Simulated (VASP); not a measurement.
These are LDA (Ceperley-Alder, Perdew-Zunger), VASP's LDA PAW potentials (set 64) (plane waves; VASP) values and carry that method's errors.

Input for VASP

**INCAR**
```
! general
SYSTEM  = In
PREC    = Accurate
ENCUT   = 500
LREAL   = .FALSE.
LASPH   = .TRUE.

! electronic loop
EDIFF   = 1E-6
NELM    = 100
ALGO    = Normal
LMAXMIX = 4

! smearing
ISMEAR  = 1
SIGMA   = 0.1

! ions
IBRION  = 2
NSW     = 40
ISIF    = 3
EDIFFG  = -0.02
PSTRESS = 450

! output
LWAVE   = .FALSE.
LCHARG  = .FALSE.
```

File POSCAR:
```
In
1
   -1.4159718555     1.4159718555     2.1452465987
    1.4159718555    -1.4159718555     2.1452465987
    1.4159718555     1.4159718555    -2.1452465987
In
1
Direct
  0.0000000000   0.0000000000   0.0000000000
```

KPOINTS:
```
kpoints
0
gamma
18 18 18
```

POTCAR, in this order: In_d (LDA.64 set). Program: vasp_std.

Output

File OUTCAR:
```
 ion  position               nearest neighbor table
   1  0.000  0.000  0.000-
  LATTYP: Found a body centered tetragonal cell.
 ALAT       =     2.8319437110
 C/A-ratio  =     1.5150347730
 Subroutine PRICEL returns:
 Original cell was already a primitive cell.
 Subroutine GETGRP returns: Found 16 space group operations
The static configuration has the point symmetry D_4h.
The dynamic configuration has the point symmetry D_4h.
 Subroutine INISYM returns: Found 16 space group operations
 Subroutine IBZKPT returns following result:
 Found    480 irreducible k-points:

 Following reciprocal coordinates:
            Coordinates               Weight
  0.000000  0.000000  0.000000      1.000000
  0.055556 -0.000000  0.000000      8.000000
  0.111111 -0.000000  0.000000      8.000000
  0.166667 -0.000000  0.000000      8.000000
  0.222222 -0.000000  0.000000      8.000000
  0.277778 -0.000000  0.000000      8.000000
  0.333333  0.000000  0.000000      8.000000
  0.388889 -0.000000  0.000000      8.000000
  0.444444 -0.000000  0.000000      8.000000
  0.500000 -0.000000  0.000000      4.000000
  0.055556  0.055556  0.000000      8.000000
  0.111111  0.055556  0.000000     16.000000
  0.166667  0.055556  0.000000     16.000000
  0.222222  0.055556  0.000000     16.000000
  0.277778  0.055556  0.000000     16.000000
  0.333333  0.055556  0.000000     16.000000
  0.388889  0.055556  0.000000     16.000000
  0.444444  0.055556  0.000000     16.000000
  0.500000  0.055556  0.000000     16.000000
 -0.444444  0.055556 -0.000000     16.000000
 -0.388889  0.055556 -0.000000     16.000000
 -0.333333  0.055556 -0.000000     16.000000
 -0.277778  0.055556 -0.000000     16.000000
 -0.222222  0.055556 -0.000000     16.000000
...
```

### OSZICAR
```
       N       E                     dE             d eps       ncg     rms          rms(c)
DAV:   1     0.675486316562E+02    0.67549E+02   -0.64665E+03  9722   0.184E+03
DAV:   2    -0.465914675893E+00   -0.68015E+02   -0.66802E+02  9744   0.291E+02
DAV:   3    -0.255765662423E+01   -0.20917E+01   -0.20806E+01 11106   0.614E+01
DAV:   4    -0.259805469926E+01   -0.40398E-01   -0.40383E-01 12180   0.784E+00
DAV:   5    -0.259964744853E+01   -0.15927E-02   -0.15927E-02 11954   0.131E+00    0.590E+00
DAV:   6    -0.252067265513E+01    0.78975E-01   -0.99642E-02 11254   0.876E+00    0.284E+00
DAV:   7    -0.249563551165E+01    0.25037E-01   -0.30983E-02 15132   0.448E+00    0.474E-01
DAV:   8    -0.249313125603E+01    0.25043E-02   -0.16225E-03 10834   0.960E-01    0.681E-02
DAV:   9    -0.249312870027E+01    0.25558E-05   -0.17232E-05 13474   0.824E-02    0.277E-02
DAV:  10    -0.249312567912E+01    0.30211E-05   -0.11157E-06  7864   0.196E-02    0.189E-03
DAV:  11    -0.249312570707E+01   -0.27948E-07   -0.24247E-07  5492   0.717E-03
   1 F= 0.23391131E+01 E0= 0.23391150E+01  d E =0.233911E+01
```

### OUTCAR
```
------------------------ aborting loop because EDIFF is reached ----------------------------------------
  FORCE on cell =-STRESS in cart. coord.  units (eV):
  Direction    XX          YY          ZZ          XY          YZ          ZX
  --------------------------------------------------------------------------------------
  Total        4.8212308      4.8212308      4.8241097      0.0000000     -0.0000000      0.0000000
  in kB      448.9748839    448.9748839    449.2429813      0.0000000     -0.0000000      0.0000000
  external PRESSURE =      -0.9357503 kB  Pullay stress =     450.0000000 kB
  volume of cell :       17.20
      direct lattice vectors                 reciprocal lattice vectors
    -1.415971856  1.415971856  2.145246599     0.000000000  0.353114363  0.233073438
     1.415971856 -1.415971856  2.145246599     0.353114363  0.000000000  0.233073438
     1.415971856  1.415971856 -2.145246599     0.353114363  0.353114363  0.000000000
 POSITION                                       TOTAL-FORCE (eV/Angst)
 -----------------------------------------------------------------------------------
      0.00000      0.00000      0.00000         0.000000      0.000000     -0.000000
 -----------------------------------------------------------------------------------
    total drift:                                0.000000      0.000000      0.000000
  FREE ENERGIE OF THE ION-ELECTRON SYSTEM (eV)
  ---------------------------------------------------
  free  energy   TOTEN  =        -2.4931257071 eV

  energy  without entropy=       -2.4931199981  energy(sigma->0) =       -2.49312380
  enthalpy is  TOTEN    =         2.3391130822 eV   P V=        4.8322387893

 reached required accuracy - stopping structural energy minimisation
```
(Selected blocks of OUTCAR.)

The compound is In in the bct structure. It was relaxed first under an external pressure of 45 GPa.
